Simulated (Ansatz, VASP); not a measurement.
# V2O5 in two plane-wave programs, part 2 of 2

One calculation is typed for both programs; each brings its own data sets. How far apart do they land? The structure shown is the start of the Ansatz relaxation below; VASP solves that cell, so the two are compared at the walk's first step.

VASP 6.6.1 and Ansatz 0.2.0.

So far: Starting point; Ansatz: relaxation, PBEsol with D3(BJ).

## 3. VASP: single point, PBEsol with D3(BJ), start cell

Level of this step: PBEsol with D3(BJ), no spin polarisation; plane waves and PAW (O, V_sv) (VASP).

The same cell, functional, mesh and smearing now go to VASP, with its own data sets.

Lines of VASP's logs that name or quote its potential files are left out, and so is its time.

File INCAR:

```
SYSTEM = V2O5
PREC = Accurate
ENCUT = 520
EDIFF = 1E-06
NELM = 120
ISMEAR = -1
SIGMA = 0.02
LREAL = .FALSE.
ALGO = Normal
GGA = PS
IVDW = 12
NBANDS = 70
LASPH = .TRUE.
LORBIT = 11
LWAVE = .FALSE.
LCHARG = .FALSE.
ISIF = 2
LDIPOL = .TRUE.
IDIPOL = 3
DIPOL = 0.5 0.5 0.5
LVHAR = .TRUE.
GGA_COMPAT = .FALSE.
EFERMI = MIDGAP
NELMDL = -8
KPAR = 4
```

File POSCAR:

```
V2O5
1.0
    6.2899000000      0.0000000000      0.0000000000
    1.6056720000      6.3988500000      0.0000000000
    0.0000000000      0.0000000000     36.4000000000
O V
10 4
Direct
    0.6405752004      0.8818351735      0.4368857418
    0.9844485196      0.3090034928      0.4474940110
    0.0072009060      0.8762935527      0.4789704670
    0.6620015246      0.1860240512      0.4927864560
    0.7585071914      0.6090052119      0.4950021978
    0.3378688376      0.5260170187      0.5049978022
    0.4343746634      0.9489981794      0.5072135440
    0.0891751629      0.2587285215      0.5210295330
    0.1119275094      0.8260187377      0.5525059890
    0.4558009876      0.2531870570      0.5631142582
    0.7123889741      0.8814232245      0.4790411538
    0.8750734080      0.3387483688      0.4877450000
    0.2213027800      0.7962738617      0.5122550000
    0.3839872139      0.2535990061      0.5209588462
```

File KPOINTS:

```
Automatic mesh
0
Gamma
4 4 1
0 0 0
```

PAW data sets: O and V_sv (PBE family, release 64).

On the command line:

```
> mpirun -np 4 vasp_std
```

Numbers of over 12 decimals in the logs are rounded to 6 here.

What it wrote:

```text
[banner, memory and clock lines left out]
running    4 mpi-ranks, on    1 nodes
 distrk:  each k-point on    1 cores,    4 groups
 distr:  one band on    1 cores,    1 groups

 POSCAR found type information on POSCAR O V
 POSCAR found :  2 types and      14 ions
|                                                                             |
|               ----> ADVICE to this user running VASP <----                  |
|                                                                             |
|     You enforced a specific xc type in the INCAR file but a different       |
|     [... a line on the potential file left out ...]
|     I HOPE YOU KNOW WHAT YOU ARE DOING!                                     |
|                                                                             |

 LDA part: xc-table for (Slater+PW92), standard interpolation
 POSCAR, INCAR and KPOINTS ok, starting setup
 FFT: planning ... GRIDC
 FFT: planning ... GRID_SOFT
 FFT: planning ... GRID
 WAVECAR not read
 entering main loop
       N       E                     dE             d eps       ncg     rms          rms(c)
DAV:   1     0.112668584500E+04    0.11267E+04   -0.51367E+04  1864   0.117E+03
DAV:   2     0.718574785153E+02   -0.10548E+04   -0.10298E+04  2024   0.321E+02
DAV:   3    -0.152927344126E+03   -0.22478E+03   -0.22288E+03  1628   0.139E+02
DAV:   4    -0.162815560046E+03   -0.98882E+01   -0.98350E+01  1632   0.327E+01
DAV:   5    -0.163023492843E+03   -0.20793E+00   -0.20730E+00  1680   0.472E+00
DAV:   6    -0.163029652363E+03   -0.61595E-02   -0.61525E-02  1752   0.848E-01
DAV:   7    -0.163029905578E+03   -0.25322E-03   -0.25312E-03  1712   0.150E-01
DAV:   8    -0.163029915355E+03   -0.97773E-05   -0.97720E-05  1456   0.290E-02    0.906E+01
DAV:   9    -0.159313371298E+03    0.37165E+01   -0.42431E+02  1912   0.111E+02    0.744E+01
DAV:  10    -0.158255571741E+03    0.10578E+01   -0.64579E+02  1860   0.164E+02    0.569E+01
DAV:  11    -0.137726158180E+03    0.20529E+02   -0.51498E+01  1642   0.381E+01    0.317E+01
DAV:  12    -0.124325895152E+03    0.13400E+02   -0.19857E+01  2008   0.258E+01    0.130E+01
DAV:  13    -0.122542880738E+03    0.17830E+01   -0.43841E+00  1880   0.102E+01    0.704E+00
DAV:  14    -0.122386556930E+03    0.15632E+00   -0.74101E-01  1896   0.508E+00    0.675E+00
[...]
DAV:  29    -0.121720434999E+03   -0.31745E-04   -0.30901E-06  1230   0.763E-03    0.106E-02
DAV:  30    -0.121720450891E+03   -0.15892E-04   -0.54793E-06  1490   0.159E-02    0.334E-03
DAV:  31    -0.121720459318E+03   -0.84268E-05   -0.59978E-07   816   0.400E-03    0.245E-03
DAV:  32    -0.121720464692E+03   -0.53744E-05   -0.11062E-07   760   0.149E-03    0.231E-03
DAV:  33    -0.121720467648E+03   -0.29555E-05   -0.32311E-07   754   0.466E-03    0.155E-03
DAV:  34    -0.121720469137E+03   -0.14892E-05   -0.12810E-07   754   0.194E-03    0.101E-03
DAV:  35    -0.121720471347E+03   -0.22099E-05   -0.13344E-08   754   0.128E-03    0.426E-04
DAV:  36    -0.121720471757E+03   -0.40967E-06    0.22164E-08   736   0.486E-04
   1 F= -.12263786E+03 E0= -.12263786E+03  d E =0.000000E+00
```

OUTCAR, selected parts (step 3):

```text
ion  position               nearest neighbor table
   1  0.641  0.882  0.437-  11 1.60
   2  0.984  0.309  0.447-  12 1.61
   3  0.007  0.876  0.479-  13 1.79  11 1.85
   4  0.662  0.186  0.493-  12 1.87  14 1.98  11 2.02
   5  0.759  0.609  0.495-  12 1.77  11 1.84
   6  0.338  0.526  0.505-  13 1.77  14 1.84
   7  0.434  0.949  0.507-  13 1.87  11 1.98  14 2.02
   8  0.089  0.259  0.521-  12 1.79  14 1.85
   9  0.112  0.826  0.553-  13 1.61
  10  0.456  0.253  0.563-  14 1.60
  11  0.712  0.881  0.479-   1 1.60   5 1.84   3 1.85   7 1.98   4 2.02
  12  0.875  0.339  0.488-   2 1.61   5 1.77   8 1.79   4 1.87
  13  0.221  0.796  0.512-   9 1.61   6 1.77   3 1.79   7 1.87
  14  0.384  0.254  0.521-  10 1.60   6 1.84   8 1.85   4 1.98   7 2.02

  LATTYP: Found a simple monoclinic cell.
 ALAT       =     6.2899000000
 B/A-ratio  =     5.7870554381
 C/A-ratio  =     1.0488611158
 COS(beta)  =    -0.2433857281

 Subroutine GETGRP returns: Found  2 space group operations
 (whereof  1 operations were pure point group operations)

The static configuration has the point symmetry C_1 .
 The point group associated with its full space group is S_2 .

 Found     10 irreducible k-points:

   k-points           NKPTS =     10   k-points in BZ     NKDIM =     10   number of bands    NBANDS=     70

   dimension x,y,z NGX =    48 NGY =   50 NGZ =  280
   dimension x,y,z NGXF=    96 NGYF=  100 NGZF=  560

   ENCUT  =  520.0 eV  38.22 Ry    6.18 a.u.  11.70 12.27 67.68*2*pi/ulx,y,z

   NELECT =     112.0000    total number of electrons

 k-points in reciprocal lattice and weights: Automatic mesh
   0.00000000  0.00000000  0.00000000       0.062
   0.25000000  0.00000000  0.00000000       0.125
   0.50000000  0.00000000  0.00000000       0.062
   0.00000000  0.25000000  0.00000000       0.125
   0.25000000  0.25000000  0.00000000       0.125
   0.50000000  0.25000000  0.00000000       0.125
  -0.25000000  0.25000000  0.00000000       0.125
   0.00000000  0.50000000  0.00000000       0.062
   0.25000000  0.50000000  0.00000000       0.125
   0.50000000  0.50000000  0.00000000       0.062

 dipolmoment           0.000000      0.000000      0.000000 electrons x Angstroem

 average (electrostatic) potential at core
       1 -81.3474       2 -80.9521       3 -81.2400       4 -81.3991       5 -81.2982
       6 -81.2982       7 -81.3991       8 -81.2400       9 -80.9521      10 -81.3474
      11 -87.7247      12 -87.3148      13 -87.3148      14 -87.7247

 E-fermi :  -6.6771

 k-point     1 :       0.0000    0.0000    0.0000
  band No.  band energies     occupation
    ...
     52      -8.2224      2.00000
     53      -8.1075      2.00000
     54      -7.9951      2.00000
     55      -7.8357      2.00000
     56      -7.7969      2.00000
     57      -5.3110      0.00000
     58      -5.2271      0.00000
     59      -4.3432      0.00000
     60      -4.2653      0.00000
     61      -4.1247      0.00000
    ...

 k-point     2 :       0.2500    0.0000    0.0000
  band No.  band energies     occupation
    ...
     52      -8.2019      2.00000
     53      -8.1644      2.00000
     54      -7.9848      2.00000
     55      -7.8173      2.00000
     56      -7.7562      2.00000
     57      -5.4050      0.00000
     58      -5.3665      0.00000
     59      -4.4937      0.00000
     60      -4.3567      0.00000
     61      -4.1824      0.00000
    ...

 k-point     3 :       0.5000    0.0000    0.0000
  band No.  band energies     occupation
    ...
     52      -8.2354      2.00000
     53      -8.1438      2.00000
     54      -8.0264      2.00000
     55      -7.7609      2.00000
     56      -7.7315      2.00000
     57      -5.5203      0.00000
     58      -5.5011      0.00000
     59      -4.5206      0.00000
     60      -4.5093      0.00000
     61      -4.2066      0.00000
    ...

 Edisp (eV)   -0.91739

  Total     -10.48497   -10.06746   -10.57832     0.20727    -0.00584     0.21529
  in kB     -11.46650   -11.00991   -11.56858     0.22668    -0.00639     0.23545
  external pressure =      -11.35 kB  Pullay stress =        0.00 kB

  energy-cutoff  :      520.00
  volume of cell :     1465.03
      direct lattice vectors                 reciprocal lattice vectors
     6.289900000  0.000000000  0.000000000     0.158985040 -0.039894329  0.000000000
     1.605672000  6.398850000  0.000000000     0.000000000  0.156278081  0.000000000
     0.000000000  0.000000000 36.400000000     0.000000000  0.000000000  0.027472527

 POSITION                                       TOTAL-FORCE (eV/Angst)
 -----------------------------------------------------------------------------------
      5.44509      5.64273     15.90264         0.440361      0.015800      1.356961
      6.68824      1.97727     16.28878        -0.620839      0.141292      1.285508
      1.45233      5.60727     17.43452        -0.209867     -0.178692      0.515225
      4.46262      1.19034     17.93743         0.181533      0.072246      0.064489
      5.74880      3.89693     18.01808         0.201202     -0.130010     -0.329903
      2.96977      3.36590     18.38192        -0.201202      0.130010      0.329903
      4.25595      6.07250     18.46257        -0.181533     -0.072246     -0.064489
      0.97634      1.65556     18.96548         0.209867      0.178692     -0.515225
      2.03033      5.28557     20.11122         0.620839     -0.141292     -1.285508
      3.27348      1.62011     20.49736        -0.440361     -0.015800     -1.356961
      5.89613      5.64010     17.43710         0.015345     -0.222754     -0.719305
      6.04804      2.16760     17.75392         0.296171      0.017953     -0.486868
      2.67053      5.09524     18.64608        -0.296171     -0.017953      0.486868
      2.82244      1.62274     18.96290        -0.015345      0.222754      0.719305
 -----------------------------------------------------------------------------------
    total drift:                                0.003745      0.001475      0.000196

  FREE ENERGIE OF THE ION-ELECTRON SYSTEM (eV)
  ---------------------------------------------------
  free  energy   TOTEN  =      -122.6378638085 eV

  energy  without entropy=     -122.6378638085  energy(sigma->0) =     -122.63786381

 vacuum level on the upper side and lower side of the slab         1.194         1.194

 total charge
# of ion       s       p       d       tot
------------------------------------------
    1        1.613   3.289   0.000   4.902
    2        1.609   3.301   0.000   4.910
    3        1.577   3.414   0.000   4.991
    4        1.559   3.460   0.000   5.019
    5        1.573   3.427   0.000   5.001
    6        1.573   3.427   0.000   5.001
    7        1.559   3.460   0.000   5.019
    8        1.577   3.414   0.000   4.991
    9        1.609   3.301   0.000   4.910
   10        1.613   3.289   0.000   4.902
   11        2.349   6.381   3.136  11.866
   12        2.368   6.386   3.235  11.990
   13        2.368   6.386   3.235  11.990
   14        2.349   6.381   3.136  11.866
--------------------------------------------------
tot         25.297  59.319  12.743  97.359

[... 3 further parts left out ...]
```

This run has no spin polarisation, so a moment on V, if there is one, isn't seen.

## 4. Side by side

Known differences besides the potentials themselves: Ansatz cuts the interaction across the vacuum, VASP repeats the sheet with a dipole correction; the cutoff is 420 eV in Ansatz and 520 eV in VASP; Ansatz makes its cores anew for this functional, VASP keeps those of its PBE data sets. Total energies have different zeros and are not compared.

Forces on 7 of the 14 atoms, those with the largest forces and the largest differences (eV/Å; atoms numbered as in POSCAR):

| atom | Ansatz x, y, z | VASP x, y, z |
| --- | --- | --- |
| O1 | 0.579, 0.016, 1.831 | 0.440, 0.016, 1.357 |
| O2 | -0.795, 0.193, 1.685 | -0.621, 0.141, 1.286 |
| O9 | 0.795, -0.193, -1.685 | 0.621, -0.141, -1.286 |
| O10 | -0.579, -0.016, -1.831 | -0.440, -0.016, -1.357 |
| V11 | -0.096, -0.248, -1.170 | 0.015, -0.223, -0.719 |
| V13 | -0.488, 0.000, 0.831 | -0.296, -0.018, 0.487 |
| V14 | 0.096, 0.248, 1.170 | -0.015, 0.223, 0.719 |

The forces differ by 197 meV/Å r.m.s., which is 38.3 % of the r.m.s. force of 0.513 eV/Å (both taken over all components). With vacuum in the cell, a pressure given here is an average over mostly empty space and none of the material.

## 5. Outcome

| Item | Value |
| --- | --- |
| r.m.s. force difference (single point, PBEsol with D3(BJ), start cell) | 38 % of the r.m.s. force |

The r.m.s. force difference is 38 % of the r.m.s. force (single point, PBEsol with D3(BJ), start cell), beyond the 3 % picked in this series as the mark of a large difference. What causes the difference of the single point, PBEsol with D3(BJ), start cell pair stays open here. 1 further run of this series is not shown here. Such differences can come from data sets, numerical settings and the points named under the comparisons, not from the functional's error against experiment.

[Lines on the potential files, build, host, timing and source positions are cut from VASP's logs without a mark.]

[Logs are printed without paths, hosts, clocks, repeated set-up lines and the standing remarks that a program may print on its own settings, such as how far it seeks lower states.]

[Hosts, paths, dates, database ids (printed as entryN), source tags and the programs' standing remarks are cut or masked in the printed files.]
